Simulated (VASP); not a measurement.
The input files of a VASP run:

**KPOINTS**
```
Automatic
0
Gamma
 1 1 2
```

### POSCAR
```
CaBr2
1.0
  6.8081200000   0.0000000000   0.0000000000
  0.0000000000   6.8081200000   0.0000000000
  0.0000000000   0.0000000000   4.3798700000
Ca Br
2 4
Cartesian
  0.1238737434   0.0560308276   0.0303875381
  3.3991513455   3.3428209606   2.2373733720
  5.4427038772   1.3492400297   2.2701216600
  1.3497438306   5.4998784689   2.1777326822
  2.0961792993   2.0178450706  -0.1053271138
  4.6086547122   4.7544846426  -0.0404787585
```

INCAR:
```
SYSTEM = CaBr2
PREC = Accurate
ENCUT = 300
EDIFF = 1E-6
NELM = 100
ALGO = Normal
LREAL = .FALSE.
LASPH = .TRUE.
ISMEAR = 0
SIGMA = 0.01
GGA = PS
LMAXMIX = 4
LWAVE = .FALSE.
LCHARG = .FALSE.
ISIF = 2
```

POTCAR, in this order: Ca_sv Br (PBE.64 set). Program: vasp_std.

### Question
Translate this PBEsol calculation to Ansatz.

### Answer
One equivalent input (not run):
Ansatz 0.2 input:
```yaml
crystal:
  lattice:
    - [6.8081200, 0.0000000, 0.0000000]
    - [0.0000000, 6.8081200, 0.0000000]
    - [0.0000000, 0.0000000, 4.3798700]
  atoms:
    - { symbol: Ca, position: [0.0181950, 0.0082300, 0.0069380] }
    - { symbol: Ca, position: [0.4992790, 0.4910050, 0.5108310] }
    - { symbol: Br, position: [0.7994430, 0.1981810, 0.5183080] }
    - { symbol: Br, position: [0.1982550, 0.8078410, 0.4972140] }
    - { symbol: Br, position: [0.3078940, 0.2963880, -0.0240480] }
    - { symbol: Br, position: [0.6769350, 0.6983550, -0.0092420] }
kpoints:
  mp_grid: { grid: [1, 1, 2] }
hamiltonian:
  xc: pbesol
  pseudopotentials: { kind: paw }
scf:
  occupations: { method: gaussian, width: 0.01 }
  max_iter: 100
output: { forces: true, stress: true, eigenvalues: true }
```
The two are equivalent in intent, not identical: each code has its own PAW files, so the cut-off isn't converted (ENCUT is set for VASP's; basis.ecutwfc is left out, and Ansatz then takes the one that its files recommend); Ansatz stops its SCF on the density residual and VASP on the energy change (EDIFF).

The structure comes from a computed database's CaBr2 entry; how it stands against other phases isn't given here. The cell was not relaxed at this level. The k-mesh is coarse (spacing up to 0.92 per Å, 2π included), so the numbers may not be converged in it. The run is one of a series of settings (KPOINTS 1×1×2 Γ-centred mesh against the base run), some of them coarse on purpose.
